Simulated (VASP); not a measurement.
Given:

```xyz
6
Lattice="1.6021 -2.7749 0.0000 1.6021 2.7749 0.0000 0.0000 0.0000 12.8240" Properties=species:S:1:pos:R:3 pbc="T T T"
Mo     1.6021     0.9250     3.2060
Mo     1.6021    -0.9250     9.6180
S      1.6021     0.9250    11.2068
S      1.6021    -0.9250     4.7948
S      1.6021    -0.9250     1.6173
S      1.6021     0.9250     8.0293
```

Calculation: PBEsol GGA, VASP's PBE PAW potentials (set 64) (plane waves; VASP). Numerical set-up: 520 eV cut-off, 10×10×2 Γ-centred mesh, Gaussian smearing of 0.050 eV, potentials Mo_sv S.

Without a dispersion term in the relaxation, distances and binding between the weakly bound layers, chains or molecules are unreliable, and so is what depends on them.

Q: The ions and cell shape at fixed volume are relaxed. Predict the relaxed structure.

A: 
```xyz
6
Lattice="1.5732 -2.7249 0.0000 1.5732 2.7249 0.0000 0.0000 0.0000 13.2995" Properties=species:S:1:pos:R:3 pbc="T T T"
Mo     1.5732     0.9083     3.3249
Mo     1.5732    -0.9083     9.9746
S      1.5732     0.9083    11.5326
S      1.5732    -0.9083     4.8828
S      1.5732    -0.9083     1.7669
S      1.5732     0.9083     8.4166
```
Space group P6_3/mmc (194), at a tolerance of 0.03 Å.

Q: How much energy does the relaxation gain?

A: The energy (σ→0) changes by -25.4 meV/atom, in 8 ionic steps.

The compound is MoS2 in the 2H layered structure. This cell is one point of a volume scan, at 1.06 of the reference volume. Symmetry was kept, so distortions that lower it aren't found.
